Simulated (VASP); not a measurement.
# Zr2CrN2 (P4/mmm) in VASP: notebook

Runs on Zr2CrN2. Level: PBE. Tasks: relaxation of cell and atoms.

All numbers are computed with VASP 6.6.1; they aren't measurements. Logs are shortened: lines on timing, memory, paths and dates and some standing lists are left out, and cuts for length are marked.

**1. Starting point**

Symmetry: P4/mmm, No. 123, tetragonal system. The conventional cell has a = 4.603 Å, b = 4.603 Å, c = 3.527 Å, α = 90.00°, β = 90.00°, γ = 90.00°. Zr (site symmetry mmm) has 2 Cr at 2.30 Å and 2 N at 2.30 Å as nearest neighbours. Cr (site symmetry 4/mmm) has 2 N at 1.76 Å as nearest neighbours. N (site symmetry 4/mmm) has 2 Cr at 1.76 Å as nearest neighbours. Around N (site symmetry 4/mmm) lie 4 Zr at 2.30 Å.

The cell was built by a generator and needn't be a form met in nature.

**2. Relaxation of cell and atoms, PBE, collinear spin, ferromagnetic start**

File INCAR:

```
SYSTEM = Zr2CrN2
  PREC = Normal
  ENCUT = 520
  EDIFF = 1E-4
  ISMEAR = 0
  SIGMA = 0.15
  LREAL = .False.
  LASPH = .True.
  NELM = 60
  ALGO = Fast
  ISIF = 3
  LWAVE = .False.
  LCHARG = .False.
  ISPIN = 2
  MAGMOM = 0 0 3 0 0
  LORBIT = 11
  LMAXMIX = 4
  GGA = PE
  IBRION = 2
  NSW = 24
  EDIFFG = -0.08
```

File KPOINTS:

```
regular mesh
0
Gamma
  3 3 4
  0 0 0
```

File POSCAR:

```
Zr2CrN2
1.0
    4.6029631900      0.0000000000      0.0000000000
    0.0000000000      4.6029631900      0.0000000000
    0.0000000000      0.0000000000      3.5273650800
Zr Cr N
2 1 2
Direct
    0.0000000000      0.5000000000      0.0000000000
    0.5000000000      0.0000000000      0.0000000000
    0.5000000000      0.5000000000      0.0000000000
    0.5000000000      0.5000000000      0.5000000000
    0.0000000000      0.0000000000      0.0000000000
```

Potentials or basis: VASP PAW PBE potentials, release 64 (Zr_sv, Cr_pv, N).

Started as:

```bash
> cat potpaw_PBE.64/Zr_sv/POTCAR potpaw_PBE.64/Cr_pv/POTCAR potpaw_PBE.64/N/POTCAR > POTCAR
> mpirun -np 1 vasp_std > vasp.out
```

OUTCAR:

```text
SYSTEM = Zr2CrN2
   PREC = Normal
   ENCUT = 520
   EDIFF = 1E-4
   ISMEAR = 0
   LREAL = .False.
   LASPH = .True.
   NELM = 60
   ISIF = 3
   ISPIN = 2
   LORBIT = 11
   GGA = PE
   IBRION = 2
   NSW = 24
   EDIFFG = -0.08

 ion  position               nearest neighbor table
   1  0.000  0.500  0.000-   3 2.30   5 2.30   5 2.30   3 2.30   2 3.25   2 3.25   2 3.25   2 3.25

   2  0.500  0.000  0.000-   3 2.30   5 2.30   3 2.30   5 2.30   1 3.25   1 3.25   1 3.25   1 3.25

   3  0.500  0.500  0.000-   4 1.76   4 1.76   1 2.30   2 2.30   2 2.30   1 2.30
   4  0.500  0.500  0.500-   3 1.76   3 1.76
   5  0.000  0.000  0.000-   1 2.30   2 2.30   1 2.30   2 2.30

  LATTYP: Found a simple tetragonal cell.
 ALAT       =     4.6029631900
 C/A-ratio  =     0.7663248508

  Lattice vectors:

 A1 = (   4.6029631900,   0.0000000000,   0.0000000000)
 A2 = (   0.0000000000,   4.6029631900,   0.0000000000)
 A3 = (   0.0000000000,   0.0000000000,   3.5273650800)

Analysis of symmetry for initial positions (statically):
=====================================================================
 Subroutine PRICEL returns:
 Original cell was already a primitive cell.

 Routine SETGRP: Setting up the symmetry group for a
 simple tetragonal supercell.

 Subroutine GETGRP returns: Found 16 space group operations
 (whereof 16 operations were pure point group operations)
 out of a pool of 16 trial point group operations.

The static configuration has the point symmetry D_4h.

Analysis of symmetry for dynamics (positions and initial velocities):
=====================================================================
 Subroutine PRICEL returns:
 Original cell was already a primitive cell.

 Routine SETGRP: Setting up the symmetry group for a
 simple tetragonal supercell.

 Subroutine GETGRP returns: Found 16 space group operations
 (whereof 16 operations were pure point group operations)
 out of a pool of 16 trial point group operations.

The dynamic configuration has the point symmetry D_4h.

Analysis of structural, dynamic, and magnetic symmetry:
=====================================================================
 Subroutine PRICEL returns:
 Original cell was already a primitive cell.

 Routine SETGRP: Setting up the symmetry group for a
 simple tetragonal supercell.

 Subroutine GETGRP returns: Found 16 space group operations
 (whereof 16 operations were pure point group operations)
 out of a pool of 16 trial point group operations.

The overall configuration has the point symmetry D_4h.

 Subroutine INISYM returns: Found 16 space group operations
 (whereof 16 operations are pure point group operations),
 and found     1 'primitive' translations

----------------------------------------------------------------------------------------

                                     Primitive cell

  volume of cell :      74.7352

  direct lattice vectors                    reciprocal lattice vectors
     4.602963190  0.000000000  0.000000000     0.217251357  0.000000000  0.000000000
     0.000000000  4.602963190  0.000000000     0.000000000  0.217251357  0.000000000
     0.000000000  0.000000000  3.527365080     0.000000000  0.000000000  0.283497732

  length of vectors
     4.602963190  4.602963190  3.527365080     0.217251357  0.217251357  0.283497732

  position of ions in fractional coordinates (direct lattice)
     0.000000000  0.500000000  0.000000000
     0.500000000  0.000000000  0.000000000
     0.500000000  0.500000000  0.000000000
     0.500000000  0.500000000  0.500000000
     0.000000000  0.000000000  0.000000000

  ion indices of the primitive-cell ions
   primitive index   ion index
                 1           1
                 2           2
                 3           3
                 4           4
                 5           5

----------------------------------------------------------------------------------------

 KPOINTS: regular mesh

Automatic generation of k-mesh.
 Grid dimensions read from file:
 generate k-points for:    3    3    4

 Generating k-lattice:

  Cartesian coordinates                     Fractional coordinates (reciprocal lattice)
     0.072417119  0.000000000  0.000000000     0.333333333  0.000000000  0.000000000
     0.000000000  0.072417119  0.000000000     0.000000000  0.333333333  0.000000000
     0.000000000  0.000000000  0.070874433     0.000000000  0.000000000  0.250000000

  Length of vectors
     0.072417119  0.072417119  0.070874433

  Shift w.r.t. Gamma in fractional coordinates (k-lattice)
     0.000000000  0.000000000  0.000000000

 Subroutine IBZKPT returns following result:
 ===========================================

 Found      9 irreducible k-points:

 Following reciprocal coordinates:
            Coordinates               Weight
  0.000000  0.000000  0.000000      1.000000
  0.333333  0.000000  0.000000      4.000000
  0.333333  0.333333  0.000000      4.000000
  0.000000  0.000000  0.250000      2.000000
  0.333333  0.000000  0.250000      8.000000
  0.333333  0.333333  0.250000      8.000000
  0.000000  0.000000  0.500000      1.000000
  0.333333  0.000000  0.500000      4.000000
  0.333333  0.333333  0.500000      4.000000
   k-points           NKPTS =      9   k-points in BZ     NKDIM =      9   number of bands    NBANDS=     29
   number of dos      NEDOS =    301   number of ions     NIONS =      5
   total plane-waves  NPLWV =  15680
   dimension x,y,z NGX =    28 NGY =   28 NGZ =   20
   dimension x,y,z NGXF=    56 NGYF=   56 NGZF=   40
   ions per type =               2   1   2
   NGX,Y,Z   is equivalent  to a cutoff of  10.11, 10.11,  9.43 a.u.
   NGXF,Y,Z  is equivalent  to a cutoff of  20.23, 20.23, 18.85 a.u.
 SYSTEM =  Zr2CrN2
   PREC   = normal    normal or accurate (medium, high low for compatibility)
   ISTART =      0    job   : 0-new  1-cont  2-samecut
   ICHARG =      2    charge: 1-file 2-atom 10-const
   ISPIN  =      2    spin polarized calculation?
   LNONCOLLINEAR =      F non collinear calculations
   LSORBIT =      F    spin-orbit coupling
   LASPH  =      T    aspherical Exc in radial PAW
   ENCUT  =  520.0 eV  38.22 Ry    6.18 a.u.   8.56  8.56  6.56*2*pi/ulx,y,z
   NELM   =     60;   NELMIN=  2; NELMDL= -5     # of ELM steps
   EDIFF  = 0.1E-03   stopping-criterion for ELM
   LREAL  =      F    real-space projection
   EDIFFG = -.8E-01   stopping-criterion for IOM
   NSW    =     24    number of steps for IOM
   IBRION =      2    ionic relax: 0-MD 1-quasi-New 2-CG
   NFREE  =      1    steps in history (QN), initial steepest desc. (CG)
   ISIF   =      3    stress and relaxation
   ISYM   =      2    0-nonsym 1-usesym 2-fastsym
   POTIM  = 0.5000    time-step for ionic-motion
   TEBEG  =    0.0;   TEEND  =   0.0 temperature during run
   PSTRESS=    0.0 pullay stress
   NELECT =      46.0000    total number of electrons
   NUPDOWN=      -1.0000    fix difference up-down
   EMIN   =  10.00;   EMAX   =-10.00  energy-range for DOS
   EFERMI =   0.00;   METHOD = LEGACY
   ISMEAR =     0;   SIGMA  =   0.15  broadening in eV -4-tet -1-fermi 0-gaus
   EFERMI_NEDOS =   21; number of points for ismear=-14 and -15
   IALGO  =     68    algorithm
   IMIX   =      4    mixing-type and parameters
     AMIX     =   0.40;   BMIX     =  1.00
     AMIX_MAG =   1.60;   BMIX_MAG =  1.00
  volume/ion in A,a.u.               =      14.95       100.87
  Fermi-wavevector in a.u.,A,eV,Ry     =   1.392576  2.631587 26.385350  1.939268
  Thomas-Fermi vector in A             =   2.516306
   LORBIT       =     11    0 simple, 1 ext, 2 COOP (PROOUT), +10 PAW based schemes
   GGA     = PE    functional components
   LHFCALC =     F    Hartree Fock is set to
   AEXX    =    0.0000 exact exchange contribution
   IVDW    =     0    specifies the selected vdW correction
   LEPSILON=     F    determine dielectric tensor
   LRPA    =     F    only Hartree local field effects (RPA)
 conjugate gradient relaxation of ions
 spin polarized calculation
 RMM-DIIS sequential band-by-band and
 Gauss-broadening in eV      SIGMA  =   0.15
  energy-cutoff  :      520.00
  volume of cell :       74.74
 maximum number of plane-waves:      2033
   NGX = 17   NGY = 17   NGZ = 13

--------------------------------------- Ionic step        1  -------------------------------------------

 number of electron      46.0000041 magnetization      -0.0054250

 number of electron      46.0000041 magnetization       0.0346343

 Free energy of the ion-electron system (eV)
  ---------------------------------------------------
  ext. energy  EPLUGINS =         0.00000000
  ---------------------------------------------------
  free energy    TOTEN  =       -41.67435474 eV

  energy without entropy =      -41.62755933  energy(sigma->0) =      -41.65095703

------------------------ aborting loop because EDIFF is reached ----------------------------------------

  FORCE on cell =-STRESS in cart. coord.  units (eV):
  Direction    XX          YY          ZZ          XY          YZ          ZX
  --------------------------------------------------------------------------------------
  -------------------------------------------------------------------------------------
  Total        6.7831768      6.7831768     10.1748639      0.0000000      0.0000000      0.0000000
  in kB      145.4180464    145.4180464    218.1291854      0.0000000      0.0000000      0.0000000
  external PRESSURE =     169.6550927 kB  Pullay stress =       0.0000000 kB
[... 223 lines left out ...]
  energy  without entropy=      -42.0241596731  energy(sigma->0) =      -42.04540784

--------------------------------------- Ionic step        7  -------------------------------------------

 number of electron      45.9999941 magnetization      -0.0048249

 Free energy of the ion-electron system (eV)
  ---------------------------------------------------
  ext. energy  EPLUGINS =         0.00000000
  ---------------------------------------------------
  free energy    TOTEN  =       -42.06680118 eV

  energy without entropy =      -42.02374121  energy(sigma->0) =      -42.04527119

 E-fermi :   7.2897     XC(G=0): -10.7253

 val. band max:        7.2697707670   @ k =   0.3333   0.0000   0.2500
 cond. band min:       7.3887064841   @ k =   0.3333   0.3333   0.0000
 fundamental gap:      0.1189357172
 Fermi energy:         7.2897266329

 spin component 1

 k-point     1 :       0.0000    0.0000    0.0000
  band No.  band energies     occupation
      1     -41.8958      1.00000
      2     -41.8391      1.00000
      3     -35.4462      1.00000
      4     -35.2661      1.00000
      5     -35.2661      1.00000
      6     -20.0759      1.00000
[... 277 lines left out ...]
     28       9.6086      0.00000
     29       9.7832      0.00000
 Fermi energy:         7.2897266329

 spin component 2

 k-point     1 :       0.0000    0.0000    0.0000
  band No.  band energies     occupation
      1     -41.8964      1.00000
      2     -41.8398      1.00000
      3     -35.4477      1.00000
      4     -35.2671      1.00000
      5     -35.2671      1.00000
      6     -20.0772      1.00000
[... 309 lines left out ...]
  FREE ENERGIE OF THE ION-ELECTRON SYSTEM (eV)
  ---------------------------------------------------
  free  energy   TOTEN  =       -42.0668011753 eV

  energy  without entropy=      -42.0237412095  energy(sigma->0) =      -42.04527119

 reached required accuracy - stopping structural energy minimisation

 total charge

# of ion       s       p       d       tot
------------------------------------------
    1        2.196   5.959   1.752   9.908
    2        2.196   5.959   1.752   9.908
    3        0.522   6.448   4.749  11.718
    4        1.294   2.294   0.000   3.588
    5        1.258   2.323   0.000   3.581
--------------------------------------------------
tot          7.466  22.983   8.254  38.703

 magnetization (x)

# of ion       s       p       d       tot
------------------------------------------
    1       -0.000  -0.000  -0.001  -0.001
    2       -0.000  -0.000  -0.001  -0.001
    3       -0.000  -0.000  -0.001  -0.001
    4       -0.000   0.000   0.000   0.000
    5        0.000   0.000   0.000   0.000
--------------------------------------------------
tot         -0.000   0.000  -0.003  -0.003
```

It took 73 s on 1 thread of Intel Xeon 6975P-C (Granite Rapids), shared host; peak memory 0.18 GiB.

Results:

```
Free energy                                           : -42.0668 eV
Relaxed volume                                        : 16.39 Å³/atom
Relaxed cell                                          : a = 4.710 Å, b = 4.710 Å, c = 3.695 Å, α = 90.00°, β = 90.00°, γ = 90.00°
Space group after relaxing (to 0.05 Å)                : P4/mmm (No. 123)
Energy gained by relaxing                             : 78.5 meV/atom
Ionic steps                                           : 7
Pressure after relaxing                               : 0.3 GPa
Band gap on the k mesh                                : none (metal or under the smearing width)
Net moment                                            : 0.00 μB per cell
Valence electrons inside the program's atomic spheres : Zr 9.91; Cr 11.72; N 3.59, 3.58
```

Step by step:
| step | energy change (eV) | largest force (eV/Å) | pressure (GPa) | volume (Å³) |
| --- | --- | --- | --- | --- |
| 1 | 0.0000 | 0.0000 | 16.97 | 74.74 |
| 2 | 0.1388 | 0.0000 | -14.00 | 93.17 |
| 3 | -0.3876 | 0.0000 | -0.73 | 82.56 |
| 4 | -0.3879 | 0.0000 | -0.48 | 82.33 |
| 5 | -0.3875 | 0.0000 | -0.05 | 82.12 |
| 6 | -0.3923 | 0.0000 | 0.76 | 81.95 |
| 7 | -0.3924 | 0.0000 | 0.26 | 81.97 |

Final structure:
```
Zr Cr N
1.0
     4.71004    0.00000    0.00000
     0.00000    4.71004    0.00000
     0.00000    0.00000    3.69512
Zr Cr N
2 1 2
Direct
  0.00000 0.50000 0.00000
  0.50000 0.00000 0.00000
  0.50000 0.50000 0.00000
  0.50000 0.50000 0.50000
  0.00000 0.00000 0.00000
```

Levels at points of the mesh, in eV from the Fermi level:
Spin up:
```tsv
k point	band 21	band 22	band 23	band 24	band 25	band 26
(0.00, 0.00, 0.00)	-1.84	-1.44	-1.44	-1.34	-0.66	-0.25
(0.00, 0.00, 0.50)	-1.46	-1.46	0.94	0.94	2.18	2.18
```
Spin down:
```csv
k point,band 21,band 22,band 23,band 24,band 25,band 26
"(0.00, 0.00, 0.00)",-1.84,-1.44,-1.44,-1.34,-0.66,-0.26
"(0.00, 0.00, 0.50)",-1.46,-1.46,0.94,0.94,2.18,2.18
```

Caveat: the k mesh is coarse (spacing up to 0.46 Å⁻¹), so the values aren't converged; the starting moments collapsed, and a magnetic state may lie lower; the relaxation stopped at a loose force limit of 0.08 eV/Å, so its end isn't a converged minimum.

**3. Relaxation of cell and atoms, PBE, collinear spin, ferromagnetic start**

This run uses another cell than the first one, of 15.72 Å³/atom, 1.052 times its volume.

INCAR is that of step 2.

KPOINTS is that of step 2.

File POSCAR:

```
Zr2CrN2
1.0
    4.3770518500      0.0000000000      0.0000000000
    0.0000000000      4.3770518500      0.0000000000
    0.0000000000      0.0000000000      4.1023362400
Zr Cr N
2 1 2
Direct
    0.5000000000      0.0000000000      0.3137816900
    0.0000000000      0.5000000000      0.3137816900
    0.5000000000      0.5000000000      0.1431230500
    0.5000000000      0.5000000000      0.5029370000
    0.0000000000      0.0000000000      0.6626401600
```

Potentials or basis: VASP PAW PBE potentials, release 64 (Zr_sv, Cr_pv, N).

Started as:

```bash
> cat potpaw_PBE.64/Zr_sv/POTCAR potpaw_PBE.64/Cr_pv/POTCAR potpaw_PBE.64/N/POTCAR > POTCAR
> mpirun -np 1 vasp_std > vasp.out
```

It took 4.1 min on 1 thread of Intel Xeon 6975P-C (Granite Rapids), shared host; peak memory 0.18 GiB.

Results (log left out):

```
Free energy                                           : -46.8659 eV
Relaxed volume                                        : 14.98 Å³/atom
Relaxed cell                                          : a = 4.504 Å, b = 4.504 Å, c = 3.694 Å, α = 90.00°, β = 90.00°, γ = 90.00°
Space group after relaxing (to 0.05 Å)                : P4/mmm (No. 123)
Energy gained by relaxing                             : 1889.0 meV/atom
Ionic steps                                           : 21
Pressure after relaxing                               : -0.1 GPa
Largest force after relaxing                          : 0.050 eV/Å
Band gap on the k mesh                                : none (metal or under the smearing width)
Net moment                                            : 0.00 μB per cell
Valence electrons inside the program's atomic spheres : Zr 9.79; Cr 11.11; N 3.81, 3.64
```

Forces on the atoms (eV/Å):
```
Zr   0.000  0.000 -0.015
Zr   0.000  0.000 -0.015
Cr   0.000  0.000 -0.012
N    0.000  0.000  0.050
N    0.000  0.000 -0.007
```

Stress tensor (GPa, compression positive):
```
 0.13  0.00  0.00
 0.00  0.13  0.00
 0.00  0.00 -0.59
```

The path:
```tsv
step	energy change (eV)	largest force (eV/Å)	pressure (GPa)	volume (Å³)
1	0.0000	19.4603	26.83	78.59
2	11.7795	77.2855	21.47	112.47
3	-3.8117	4.1531	-12.67	85.55
4	-3.9143	4.0986	-13.65	86.04
5	-3.9581	3.9588	-15.86	87.32
6	-7.0434	7.5769	1.66	73.59
7	-7.0527	6.8814	0.46	74.06
8	-8.4148	6.4126	19.65	68.17
9	-8.5702	3.2442	12.55	69.51
10	-9.3546	0.7678	-2.83	75.95
11	-9.3575	0.6528	-4.28	76.61
12	-9.3582	0.6799	-4.21	76.43
13	-9.4228	0.5007	0.77	74.48
14	-9.4232	0.5256	1.97	74.17
15	-9.4296	0.6302	-0.67	74.82
16	-9.4362	0.2599	0.65	74.56
17	-9.4388	0.2249	-1.13	75.10
18	-9.4388	0.1723	-0.40	74.99
19	-9.4414	0.1018	-0.24	74.94
20	-9.4434	0.0913	0.22	74.84
21	-9.4450	0.0497	-0.11	74.92
```

Final structure:
```
Zr Cr N
1.0
     4.50370    0.00000    0.00000
     0.00000    4.50370    0.00000
     0.00000    0.00000    3.69387
Zr Cr N
2 1 2
Cartesian
  2.2519 0.0000 1.8069
  4.5037 2.2519 1.8069
  2.2519 2.2519 3.6401
  2.2519 2.2519 1.7892
  4.5037 0.0000 1.8032
```

Levels at points of the mesh, in eV from the Fermi level:
Spin up:
| k point | band 19 | band 20 | band 21 | band 22 | band 23 | band 24 | band 25 | band 26 | band 27 | band 28 |
| --- | --- | --- | --- | --- | --- | --- | --- | --- | --- | --- |
| (0.00, 0.00, 0.00) | -1.73 | -1.73 | -1.63 | -1.50 | -1.50 | -1.00 | 1.27 | 1.45 | 2.35 | 2.62 |
| (0.00, 0.00, 0.50) | -1.39 | -1.21 | -1.05 | -1.05 | -0.23 | 0.04 | 0.17 | 2.08 | 2.08 | 2.34 |
Spin down:
```tsv
k point	band 19	band 20	band 21	band 22	band 23	band 24	band 25	band 26	band 27	band 28
(0.00, 0.00, 0.00)	-1.73	-1.73	-1.63	-1.50	-1.50	-1.00	1.26	1.45	2.35	2.62
(0.00, 0.00, 0.50)	-1.39	-1.21	-1.05	-1.05	-0.23	0.04	0.17	2.08	2.08	2.34
```

Caveat: the k mesh is coarse (spacing up to 0.48 Å⁻¹), so the values aren't converged; the starting moments collapsed, and a magnetic state may lie lower; the relaxation stopped at a loose force limit of 0.08 eV/Å, so its end isn't a converged minimum. With open d or f shells a metallic result of PBE can be an artefact of self-interaction; +U or a hybrid may open a gap.
